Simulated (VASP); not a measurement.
A run of VASP 6.6.1:

INCAR

```
SYSTEM = BN
PREC     = Accurate       ! precision mode
ENCUT    = 600            ! plane-wave cutoff, eV
EDIFF    = 1E-8           ! SCF threshold, eV
ISMEAR   = 0              ! smearing method
SIGMA    = 0.02           ! smearing width, eV
LREAL    = .FALSE.        ! projectors in reciprocal space
LASPH    = .TRUE.         ! aspherical terms in the spheres
NELM     = 80             ! most SCF steps
ALGO     = Normal         ! electronic algorithm
ISIF     = 2              ! what is computed and relaxed
LWAVE    = .FALSE.        ! write WAVECAR
LCHARG   = .FALSE.        ! write CHGCAR
LEPSILON = .TRUE.         ! dielectric tensor by DFPT
IBRION   = 8              ! ionic algorithm
NSW      = 1              ! ionic steps
```

The input KPOINTS:

```
Automatic mesh
0
G
  12 12 6
  0 0 0
```

POSCAR

```
BN
1.0
    2.5246400000      0.0000000000      0.0000000000
   -1.2623200000      2.1864000000      0.0000000000
    0.0000000000      0.0000000000      4.1773400000
B N
2 2
Direct
    0.6666700000      0.3333300000      0.9997000000
    0.3333300000      0.6666700000      0.4997000000
    0.6666700000      0.3333300000      0.6253000000
    0.3333300000      0.6666700000      0.1253000000
```

Potentials or basis: VASP PAW LDA potentials, release 64 (B, N).

The run is started by

```console
$ cat potpaw_LDA.64/B/POTCAR potpaw_LDA.64/N/POTCAR > POTCAR
$ mpirun -np 1 vasp_std > vasp.out
```

Hardware: 1 thread of Intel(R) Xeon(R) Platinum 8488C (Sapphire Rapids), on a shared host.

**Question.** Estimate the wall time of this run.

**Answer.** It took 13 min on 1 thread of Intel(R) Xeon(R) Platinum 8488C (Sapphire Rapids) (shared host), peak memory 0.55 GiB. Counts: scf iterations 143, k points 172.
